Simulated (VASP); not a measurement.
All values below come from PBEsol GGA, VASP's PBE PAW potentials (set 64) (plane waves; VASP).

A VASP calculation is set up with these files.

**POSCAR**
```
Ti2Zr2N4
1
    4.4090809412     0.0000000000    -0.0000000000
    0.0000000000     4.4090809412     0.0000000000
    0.0000000000     0.0000000000     4.4017260654
Zr N Ti
2 4 2
Direct
  0.0000000000   0.0000000000   0.0000000000
  0.5000000000   0.5000000000   0.0000000000
  0.5000000000   0.5000000000   0.5000000000
  0.0000000000   0.0000000000   0.5000000000
  0.0000000000   0.5000000000   0.0000000000
  0.5000000000   0.0000000000   0.0000000000
  0.5000000000   0.0000000000   0.5000000000
  0.0000000000   0.5000000000   0.5000000000
```

### INCAR
```
SIGMA = 0.1   # width (eV)
NELM = 100
LWAVE = F
NSW = 60   # most ionic steps
ISMEAR = 1
PREC = Accurate
IBRION = 2   # conjugate gradients
GGA = PS   # PBEsol
SYSTEM = Ti2Zr2N4
ISIF = 3
LMAXMIX = 4   # l cut-off of mixed one-centre charges
ALGO = Normal
EDIFF = 1E-6   # SCF stop (eV)
EDIFFG = -0.02   # ionic stop
LASPH = T   # aspherical one-centre terms
LREAL = F   # projection in real space or not
ENCUT = 520   # plane-wave cut-off (eV)
LCHARG = F
```

KPOINTS:
```
Automatic mesh
0
Gamma
  6 6 6
0 0 0
```

POTCAR, in this order: Zr_sv N Ti_sv (PBE.64 set). Program: vasp_std.

Output

OSZICAR:
```
       N       E                     dE             d eps       ncg     rms          rms(c)
DAV:   1     0.949154116193E+03    0.94915E+03   -0.35189E+04  3200   0.198E+03
DAV:   2     0.560375885944E+02   -0.89312E+03   -0.87060E+03  3320   0.598E+02
DAV:   3    -0.903292823507E+02   -0.14637E+03   -0.14336E+03  4800   0.207E+02
DAV:   4    -0.100686899221E+03   -0.10358E+02   -0.10158E+02  4656   0.539E+01
DAV:   5    -0.101221277847E+03   -0.53438E+00   -0.53388E+00  4896   0.113E+01    0.475E+01
DAV:   6    -0.855521729743E+02    0.15669E+02   -0.15306E+02  4360   0.684E+01    0.227E+01
DAV:   7    -0.849126487443E+02    0.63952E+00   -0.57386E+01  4352   0.403E+01    0.146E+01
DAV:   8    -0.839809658248E+02    0.93168E+00   -0.72229E+00  4248   0.144E+01    0.752E+00
DAV:   9    -0.839980783036E+02   -0.17112E-01   -0.86735E-01  4672   0.506E+00    0.201E+00
DAV:  10    -0.839647321474E+02    0.33346E-01   -0.48520E-01  4328   0.409E+00    0.707E-01
DAV:  11    -0.839639865793E+02    0.74557E-03   -0.21843E-02  4264   0.911E-01    0.256E-01
DAV:  12    -0.839632768781E+02    0.70970E-03   -0.42234E-03  4416   0.348E-01    0.921E-02
DAV:  13    -0.839632388366E+02    0.38042E-04   -0.49382E-04  4992   0.123E-01    0.294E-02
DAV:  14    -0.839632405383E+02   -0.17018E-05   -0.82873E-05  4688   0.522E-02    0.101E-02
DAV:  15    -0.839632403812E+02    0.15710E-06   -0.13511E-05  4224   0.179E-02    0.105E-02
DAV:  16    -0.839632394882E+02    0.89309E-06   -0.46805E-06  3088   0.132E-02
   1 F= -.83963239E+02 E0= -.83963221E+02  d E =-.839632E+02
       N       E                     dE             d eps       ncg     rms          rms(c)
DAV:   1    -0.839716686319E+02   -0.84283E-02   -0.28915E-01  4216   0.462E+00    0.105E+00
DAV:   2    -0.839651546297E+02    0.65140E-02   -0.50278E-02  4368   0.162E+00    0.404E-01
DAV:   3    -0.839634753448E+02    0.16793E-02   -0.19272E-02  4600   0.705E-01    0.197E-01
DAV:   4    -0.839628921381E+02    0.58321E-03   -0.57472E-03  4912   0.468E-01    0.107E-01
DAV:   5    -0.839629705412E+02   -0.78403E-04   -0.38102E-04  4368   0.107E-01    0.655E-02
DAV:   6    -0.839630385456E+02   -0.68004E-04   -0.86099E-05  4672   0.416E-02    0.185E-02
DAV:   7    -0.839630536122E+02   -0.15067E-04   -0.47586E-05  4888   0.266E-02    0.123E-02
DAV:   8    -0.839630552588E+02   -0.16466E-05   -0.65948E-06  3704   0.114E-02    0.625E-03
DAV:   9    -0.839630545235E+02    0.73534E-06   -0.19344E-06  2712   0.881E-03
   2 F= -.83963055E+02 E0= -.83963012E+02  d E =0.184965E-03
       N       E                     dE             d eps       ncg     rms          rms(c)
DAV:   1    -0.839662774051E+02   -0.32221E-02   -0.94243E-02  4104   0.263E+00    0.598E-01
DAV:   2    -0.839641183920E+02    0.21590E-02   -0.15600E-02  4312   0.912E-01    0.227E-01
DAV:   3    -0.839635906871E+02    0.52770E-03   -0.57597E-03  4568   0.388E-01    0.109E-01
DAV:   4    -0.839634147495E+02    0.17594E-03   -0.18172E-03  4912   0.262E-01    0.611E-02
DAV:   5    -0.839634457049E+02   -0.30955E-04   -0.11657E-04  4328   0.612E-02    0.369E-02
DAV:   6    -0.839634764473E+02   -0.30742E-04   -0.29971E-05  4600   0.239E-02    0.984E-03
DAV:   7    -0.839634847442E+02   -0.82969E-05   -0.14547E-05  4720   0.151E-02    0.705E-03
DAV:   8    -0.839634869206E+02   -0.21764E-05   -0.17891E-06  2632   0.652E-03    0.333E-03
DAV:   9    -0.839634876080E+02   -0.68747E-06   -0.67096E-07  2024   0.578E-03
   3 F= -.83963488E+02 E0= -.83963456E+02  d E =-.248120E-03
```

### OUTCAR
```
------------------------ aborting loop because EDIFF is reached ----------------------------------------
  FORCE on cell =-STRESS in cart. coord.  units (eV):
  Direction    XX          YY          ZZ          XY          YZ          ZX
  --------------------------------------------------------------------------------------
  Total        0.0028081      0.0028081     -0.0938196      0.0000000     -0.0000000      0.0000000
  in kB        0.0524899      0.0524899     -1.7537033      0.0000000     -0.0000000      0.0000000
  external PRESSURE =      -0.5495745 kB  Pullay stress =       0.0000000 kB
  volume of cell :       85.71
      direct lattice vectors                 reciprocal lattice vectors
     4.412564642  0.000000000 -0.000000000     0.226625575 -0.000000000 -0.000000000
     0.000000000  4.412564642 -0.000000000     0.000000000  0.226625575  0.000000000
     0.000000000  0.000000000  4.402159805     0.000000000  0.000000000  0.227161222
 POSITION                                       TOTAL-FORCE (eV/Angst)
 -----------------------------------------------------------------------------------
      0.00000      0.00000      0.00000         0.000000      0.000000      0.000000
      2.20628      2.20628     -0.00000        -0.000000     -0.000000      0.000000
      2.20628      2.20628      2.20108        -0.000000     -0.000000      0.000000
      0.00000      0.00000      2.20108         0.000000      0.000000      0.000000
      0.00000      2.20628     -0.00000         0.000000      0.000000     -0.000000
      2.20628      0.00000     -0.00000         0.000000      0.000000      0.000000
      2.20628      0.00000      2.20108         0.000000      0.000000      0.000000
      0.00000      2.20628      2.20108         0.000000     -0.000000      0.000000
 -----------------------------------------------------------------------------------
    total drift:                                0.000000      0.000000      0.000000
  FREE ENERGIE OF THE ION-ELECTRON SYSTEM (eV)
  ---------------------------------------------------
  free  energy   TOTEN  =       -83.9634876080 eV

  energy  without entropy=      -83.9633942400  energy(sigma->0) =      -83.96345649

 reached required accuracy - stopping structural energy minimisation
```
(Selected blocks of OUTCAR.)

CONTCAR:
```
Ti2Zr2N4
   1.00000000000000
     4.4125646416211985    0.0000000000000000   -0.0000000000000000
     0.0000000000000000    4.4125646416211985   -0.0000000000000000
     0.0000000000000000    0.0000000000000000    4.4021598051047146
  Zr              N               Ti
     2     4     2
Direct
     0.0000000000000000    0.0000000000000000    0.0000000000000000
     0.5000000000000000    0.5000000000000000    0.0000000000000000
     0.5000000000000000    0.5000000000000000    0.5000000000000000
     0.0000000000000000    0.0000000000000000    0.5000000000000000
     0.0000000000000000    0.5000000000000000    0.0000000000000000
     0.5000000000000000    0.0000000000000000    0.0000000000000000
     0.5000000000000000    0.0000000000000000    0.5000000000000000
     0.0000000000000000    0.5000000000000000    0.5000000000000000
```

The structure was generated: Ti2Zr2N4 was put into an ordered model structure (P4/mmm), which need not be its known phase. This run relaxes it. Symmetry was kept, so distortions that lower it aren't found. The start is the result of an earlier pass.
